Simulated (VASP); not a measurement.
A run of VASP 6.6.1:

The input INCAR:

```
ALGO = Fast ; EDIFF = 1E-5
ENCUT = 520 ; GGA = PE
ISIF = 2 ; ISMEAR = 0
LASPH = True ; LCHARG = False
LREAL = Auto ; LWAVE = False
NELM = 80 ; PREC = Normal
SIGMA = 0.05
```

File KPOINTS:

```
k-points
0
Gamma
  4 4 4
```

File POSCAR:

```
MgCd2S3
1.0
   -2.0719800000      6.2046100000      2.9210900000
    4.1439600000    -12.4092200000      5.8421800000
    2.0719800000      6.2046100000     -2.9210900000
Mg Cd S
2 4 6
Direct
    0.9976190000      0.4988095000      0.0000000000
    0.9976190000      0.9988095000      0.0000000000
    0.6663280000      0.0005690000      0.6651900000
    0.6663280000      0.5005690000      0.6651900000
    0.3359480000      0.0005690000      0.3348100000
    0.3359480000      0.5005690000      0.3348100000
    0.7663240000      0.1331620000      0.5000000000
    0.7663240000      0.6331620000      0.5000000000
    0.0802850000      0.1210090000      0.8382680000
    0.0802850000      0.6210090000      0.8382680000
    0.4037500000      0.1210090000      0.1617320000
    0.4037500000      0.6210090000      0.1617320000
```

Potentials or basis: VASP PAW PBE potentials, release 64 (Mg, Cd, S).

Launch:

```console
$ cat potpaw_PBE.64/Mg/POTCAR potpaw_PBE.64/Cd/POTCAR potpaw_PBE.64/S/POTCAR > POTCAR
$ mpirun -np 1 vasp_std > vasp.out
```

Hardware: 1 thread of Intel(R) Xeon(R) Platinum 8488C (Sapphire Rapids), on a shared host.

Question: How long does it take, and how much memory?

Answer: It took 5.7 min on 1 thread of Intel(R) Xeon(R) Platinum 8488C (Sapphire Rapids), on a shared host, peak memory 0.48 GiB. Counts: scf iterations 14, k points 24.
